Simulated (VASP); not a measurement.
Input:

```
MgI2
1.0
    2.13007    -3.68939     0.00000
    2.13007     3.68939     0.00000
    0.00000     0.00000     7.21953
Mg I
1 2
Direct
  0.00000   0.00000   0.00000
  0.33333   0.66667   0.23481
  0.66667   0.33333   0.76519
```

All values below come from SCAN meta-GGA, VASP's PBE PAW potentials (set 64) (plane waves; VASP). Numerical set-up: 520 eV cut-off, 6×6×3 Γ-centred mesh, Gaussian smearing of 0.050 eV, potentials Mg I.

**Question.** The ions and cell shape at fixed volume are relaxed. Predict the relaxed structure.

**Answer.** 
```
MgI2
1.0
    2.09643    -3.63112     0.00000
    2.09643     3.63112     0.00000
    0.00000     0.00000     7.45311
Mg I
1 2
Direct
  0.00000   0.00000   0.00000
  0.33333   0.66667   0.22286
  0.66667   0.33333   0.77714
```
Space group P-3m1 (164), at a tolerance of 0.03 Å.

**Question.** How much energy does the relaxation gain?

**Answer.** The energy (σ→0) changes by -9.0 meV/atom, in 8 ionic steps.

The compound is MgI2 in the 1T layered structure. This cell is one point of a volume scan, at 1.06 of the reference volume. Symmetry was kept, so distortions that lower it aren't found.
